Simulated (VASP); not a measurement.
Calculation: PBE GGA, VASP's PBE PAW potentials (set 64) (plane waves; VASP 6.6.1).

A VASP calculation is set up with these files.

File POSCAR:
```
La
12.160
  0.1550164474  -0.2684963816   0.0000000000
  0.1550164474   0.2684963816   0.0000000000
  0.0000000000   0.0000000000   1.0000000000
La
4
Direct
  0.0000000000   0.0000000000   0.5000000000
  0.0000000000   0.0000000000   0.0000000000
  0.3333330000   0.6666670000   0.2500000000
  0.6666670000   0.3333330000   0.7500000000
```

**INCAR**
```
ALGO  =  Normal
EDIFF  =  1E-6
ENCUT  =  400
GGA  =  PE
ISIF  =  2
ISMEAR  =  0
LASPH  =  .TRUE.
LCHARG  =  .FALSE.
LMAXMIX  =  6
LREAL  =  .FALSE.
LWAVE  =  .FALSE.
NELECT  =  43.9
NELM  =  100
PREC  =  Accurate
SIGMA  =  0.05
SYSTEM  =  La
```

### KPOINTS
```
Regular mesh
0
G
 9 9 3
```

POTCAR, in this order: La (PBE.64 set). Program: vasp_std.

The cell is charged, with a uniform compensating background.

Problem. What does the run give for the energy per atom (σ→0), pressure, band gap (on the k-mesh)?

Solution. 
```
Item                                                         Value
------------------------  ----------------------------------------
energy per atom (σ→0)                               -5079 meV/atom
band gap (on the k-mesh)  none (metal, semimetal or under 0.01 eV)
pressure                                                 -1.19 GPa
```

File OSZICAR:
```
...
DAV:   9    -0.203184158024E+02   -0.18238E-02   -0.74976E-03  2440   0.466E-01    0.170E-01
DAV:  10    -0.203200079006E+02   -0.15921E-02   -0.69533E-03  2064   0.520E-01    0.357E-02
DAV:  11    -0.203200083629E+02   -0.46231E-06   -0.56521E-04  2360   0.207E-01    0.314E-02
DAV:  12    -0.203200150202E+02   -0.66573E-05   -0.95574E-05  2096   0.510E-02    0.200E-02
DAV:  13    -0.203200181483E+02   -0.31281E-05   -0.46977E-05  2192   0.495E-02    0.440E-03
DAV:  14    -0.203200167916E+02    0.13567E-05   -0.54360E-06  1400   0.168E-02    0.138E-03
DAV:  15    -0.203200162090E+02    0.58268E-06   -0.12685E-06  1264   0.155E-02
   1 F= -.20320016E+02 E0= -.20316030E+02  d E =-.797154E-02
```

The compound is La in the dhcp structure. The cell was not relaxed at this level. The run is one of a series of settings (ISMEAR = 0, NELECT = 43.9, SIGMA = 0.05 against the base run), some of them coarse on purpose.
